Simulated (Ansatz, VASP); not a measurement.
Two plane-wave programs on LiSi2C2

Contents of INCAR:

```
SYSTEM = LiSi2C2
  PREC = Accurate
  ENCUT = 600
  EDIFF = 1E-6
  ISMEAR = 0
  SIGMA = 0.1
  LREAL = .FALSE.
  LASPH = .TRUE.
  NELM = 60
  ALGO = Normal
  ISIF = 3
  LWAVE = .FALSE.
  LCHARG = .FALSE.
  GGA = PE
  IBRION = 2
  NSW = 90
  EDIFFG = -0.04
```

The input KPOINTS:

```
Automatic mesh
0
G
  6 6 4
  0 0 0
```

The input POSCAR:

```
LiSi2C2
1.0
    2.9203300000     -2.0546970600      0.0000000000
    2.9203300000      2.0546970600      0.0000000000
    0.0000000000      0.0000000000      4.1093941300
Li Si C
1 2 2
Direct
    0.8582508400      0.8582508400      0.5297740000
    0.5000000000      0.5000000000      0.2797740000
    0.5000000000      0.5000000000      0.7202260000
    0.1839420200      0.8160579800      0.0000000000
    0.8160579800      0.1839420200      0.0000000000
```

Input for Ansatz:

```yaml
crystal:
  lattice:
    - [2.92033, -2.05469706, 0.0]
    - [2.92033, 2.05469706, 0.0]
    - [0.0, 0.0, 4.10939413]
  atoms:
    - { symbol: Li, position: [0.85825084, 0.85825084, 0.529774] }
    - { symbol: Si, position: [0.5, 0.5, 0.279774] }
    - { symbol: Si, position: [0.5, 0.5, 0.720226] }
    - { symbol: C, position: [0.18394202, 0.81605798, 0.0] }
    - { symbol: C, position: [0.81605798, 0.18394202, 0.0] }
basis:
  ecutwfc: 420
kpoints:
  mp_grid: { grid: [6, 6, 4] }
hamiltonian:
  xc: pbe
scf:
  occupations: { method: gaussian, width: 0.1 }
  lower_state_search: "off"
output:
  forces: true
  stress: true
  eigenvalues: true
relax:
  adjacent_minimum: "off"
  f_tol: 0.04
  max_steps: 70
  cell: { stress_tol: 0.4 }
```

Alike in both runs: task relaxation of cell and atoms; functional PBE; k mesh 6 × 6 × 4; occupations gaussian, width 0.1 eV; no spin polarisation.

|  | VASP | Ansatz |
| --- | --- | --- |
| version | VASP 6.6.1 | Ansatz 0.2.0 |
| potentials or method | VASP PAW PBE potentials, release 64 (Li_sv, Si, C) | scalar-relativistic, plane waves, PAW |
| plane-wave cutoff (eV) | 600 | 420 |
| valence electrons in the cell | 19 | 19 |

```tsv
	VASP	Ansatz	Ansatz less VASP
gap on the k mesh at the Fermi level, each at its own relaxed structure (eV)	none	none	-
relaxed volume (Å³/atom)	15.06	13.63	-1.427
relaxed cell length with the largest relative difference (Å)	4.550	5.193	+0.6433
energy change over the relaxation (meV/atom)	-876	-1037	-161.2
```

A gap of «none» marks a metal or a gap that the smearing closes. One of these differences is far larger than is usual between the two programs; its cause wasn't traced.

Caveats: the k mesh is coarse (spacing up to 0.38 Å⁻¹), so the values aren't converged; the cutoff is under 1.25 times the usual one of these potentials, so pressure, stress and relaxed cells hold a basis-set (Pulay) error (VASP); the volume moved by over 15 % at a fixed basis, so the end points are rough (VASP).
